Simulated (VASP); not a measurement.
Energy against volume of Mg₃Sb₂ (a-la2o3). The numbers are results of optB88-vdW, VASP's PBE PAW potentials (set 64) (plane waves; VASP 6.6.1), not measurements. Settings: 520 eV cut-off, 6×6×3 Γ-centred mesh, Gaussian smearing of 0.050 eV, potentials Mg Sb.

Shape and ions are relaxed at each volume.

```json
[
 {"V (Å³/atom)": "25.655", "E (eV/atom)": "-1.24204"},
 {"V (Å³/atom)": "26.448", "E (eV/atom)": "-1.24537"},
 {"V (Å³/atom)": "27.242", "E (eV/atom)": "-1.24234"},
 {"V (Å³/atom)": "28.035", "E (eV/atom)": "-1.23389"}
]
```

Fit these four points and predict the energy of the run at 24.861 Å³/atom.

A cubic in V^(−2/3), the third-order Birch-Murnaghan form, passes through the four points with V0 = 26.45 Å³/atom and B0 = 43 GPa, and gives -1.2312 eV/atom there. The run gave -1.2312 eV/atom, +0.0 meV/atom from the fit; all five points give B0 = 43 GPa.

The compound is Mg3Sb2 in the a-la2o3 structure. It was relaxed first.
